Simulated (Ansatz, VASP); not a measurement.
# Si in VASP and in Ansatz

File INCAR:

```
SYSTEM = Si
PREC     = Accurate       ! precision mode
ENCUT    = 600            ! plane-wave cutoff, eV
EDIFF    = 1E-7           ! SCF threshold, eV
ISMEAR   = 0              ! smearing method
SIGMA    = 0.02           ! smearing width, eV
LREAL    = .FALSE.        ! projectors in reciprocal space
LASPH    = .TRUE.         ! aspherical terms in the spheres
NELM     = 100            ! most SCF steps
ALGO     = Fast           ! electronic algorithm
ISIF     = 3              ! what is computed and relaxed
LWAVE    = .FALSE.        ! write WAVECAR
LCHARG   = .FALSE.        ! write CHGCAR
GGA      = PE             ! functional
IBRION   = 2              ! ionic algorithm
NSW      = 100            ! ionic steps
EDIFFG   = -0.005         ! ionic threshold
```

Contents of KPOINTS:

```
regular mesh
0
G
  8 8 8
  0 0 0
```

POSCAR

```
Si
1.0
    0.0000000000      2.7218511900      2.7218511900
    2.7218511900      0.0000000000      2.7218511900
    2.7218511900      2.7218511900      0.0000000000
Si
2
Direct
    0.7500000000      0.7500000000      0.7500000000
    0.5000000000      0.5000000000      0.5000000000
```

Input for Ansatz:

```yaml
crystal:
  lattice:
    - [0.0, 2.72185119, 2.72185119]
    - [2.72185119, 0.0, 2.72185119]
    - [2.72185119, 2.72185119, 0.0]
  atoms:
    - { symbol: Si, position: [0.75, 0.75, 0.75] }
    - { symbol: Si, position: [0.5, 0.5, 0.5] }
basis:
  ecutwfc: 420
kpoints:
  mp_grid: { grid: [8, 8, 8] }
hamiltonian:
  xc: pbe
scf:
  occupations: { method: gaussian, width: 0.02 }
output:
  forces: true
  stress: true
  eigenvalues: true
  write_density: true
  write_potential: true
  elf: true
  volumetric_format: npy
relax:
  adjacent_minimum: "off"
  f_tol: 0.005
  max_steps: 80
  cell: { stress_tol: 0.05 }
```

Alike in both runs: task relaxation of cell and atoms; functional PBE; k mesh 8 × 8 × 8; occupations gaussian, width 0.02 eV; no spin polarisation.

```csv
,VASP,Ansatz
version,VASP 6.6.1,Ansatz 0.2.0
potentials or method,"VASP PAW PBE potentials, release 64 (Si)","scalar-relativistic, plane waves, PAW"
plane-wave cutoff (eV),600,420
valence electrons in the cell,8,8
```

Ansatz gave:

| Property | Result |
| --- | --- |
| gap on the k mesh at the Fermi level, each at its own relaxed structure (eV) | 0.65 |
| relaxed volume (Å³/atom) | 20.46 |
| relaxed cell length with the largest relative difference (Å) | 3.868 |
| energy change over the relaxation (meV/atom) | -1 |

Q: Estimate VASP's values.

A: gap on the k mesh at the Fermi level, each at its own relaxed structure (eV): 0.65; relaxed volume (Å³/atom): 20.44; relaxed cell length with the largest relative difference (Å): 3.867; energy change over the relaxation (meV/atom): -1.

A k mesh can miss the band edges.
